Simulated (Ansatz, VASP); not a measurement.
**MnHg in VASP and in Ansatz**

```
Hg Mn
1.0
     3.30978    0.00000    0.00000
     0.00000    3.30978    0.00000
     0.00000    0.00000    3.33494
Hg Mn
1 1
Direct
  0.00000 0.00000 0.00000
  0.50000 0.50000 0.50000
```

Change from the starting cell: volume scaled by 1.02.

Alike in both runs: task single point; functional PBE; k mesh 8 × 8 × 8; occupations fermi-dirac, width 0.05 eV; collinear spin, ferromagnetic start.

```csv
,VASP,Ansatz
version,VASP 6.6.1,Ansatz 0.2.0
potentials or method,"VASP PAW PBE potentials, release 64 (Hg, Mn_pv)",Ansatz PAW
plane-wave cutoff (eV),520,420
valence electrons in the cell,25,35
```

Ansatz gave:

| Item | Value |
| --- | --- |
| gap on the k mesh at the Fermi level (eV) | none |
| pressure (GPa) | 0.3 |
| largest component of the traceless stress (GPa) | 0.09 |
| net moment per atom (μB) | 1.95 |
| size of the moment on the site where the two differ most (μB) | 3.89 |

What did VASP give for the same quantities?

gap on the k mesh at the Fermi level (eV): none; pressure (GPa): 0.7; largest component of the traceless stress (GPa): 0.10; net moment per atom (μB): 1.96; size of the moment on the site where the two differ most (μB): 3.83.

Site moments also hang on the region over which each program counts them. A gap of «none» marks a metal or a gap that the smearing closes. With one functional, cell and mesh, what is left measures potentials, basis and numerics. The two sets of potentials don't hold the same shells in valence.

The runs have no spin-orbit coupling, so splittings on Hg are missing.
